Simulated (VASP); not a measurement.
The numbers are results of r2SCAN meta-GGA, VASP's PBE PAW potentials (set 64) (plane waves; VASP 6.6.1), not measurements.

VASP ran on this input.

**POSCAR**
```
Ni
3.4815780
  0.0000000000   0.5000000233   0.5000000233
  0.5000000233   0.0000000000   0.5000000233
  0.5000000233   0.5000000233   0.0000000000
Ni
1
Cartesian
  0.0000000000   0.0000000000   0.0000000000
```

INCAR:
```
METAGGA=R2SCAN
LMAXMIX=4   ! l cut-off of mixed one-centre charges
LASPH=T
LCHARG=F
PREC=Accurate
ENCUT=520
EDIFF=1E-7
SYSTEM=Ni
LORBIT=11   ! lm-projected
NELM=100
LREAL=F
ISIF=2
LMIXTAU=T
ALGO=Normal   ! blocked Davidson
ISPIN=2
LWAVE=F
ISMEAR=-5   ! tetrahedra, Bloechl
MAGMOM=0.8
NEDOS=601   ! DOS grid
```

**KPOINTS**
```
Automatic
0
G
20 20 20
0 0 0
```

File KPOINTS_OPT:
```
k-points along high-symmetry lines
10
Line-mode
Reciprocal
  0.000000   0.000000   0.000000 ! GAMMA
  0.500000   0.000000   0.500000 ! X

  0.500000   0.000000   0.500000 ! X
  0.625000   0.250000   0.625000 ! U

  0.375000   0.375000   0.750000 ! K
  0.000000   0.000000   0.000000 ! GAMMA

  0.000000   0.000000   0.000000 ! GAMMA
  0.500000   0.500000   0.500000 ! L

  0.500000   0.500000   0.500000 ! L
  0.500000   0.250000   0.750000 ! W

  0.500000   0.250000   0.750000 ! W
  0.500000   0.000000   0.500000 ! X
```

POTCAR, in this order: Ni (PBE.64 set). Program: vasp_std.

Q: What will the output report for the number of irreducible k-points (NKPTS), largest plane-wave count, number of space-group operations, FFT grid (NGX, NGY, NGZ)?

A: 
- number of irreducible k-points (NKPTS) = 256
- largest plane-wave count = 296
- number of space-group operations = 48
- FFT grid (NGX, NGY, NGZ) = 18 × 18 × 18

The compound is Ni in the fcc structure. It was relaxed first.
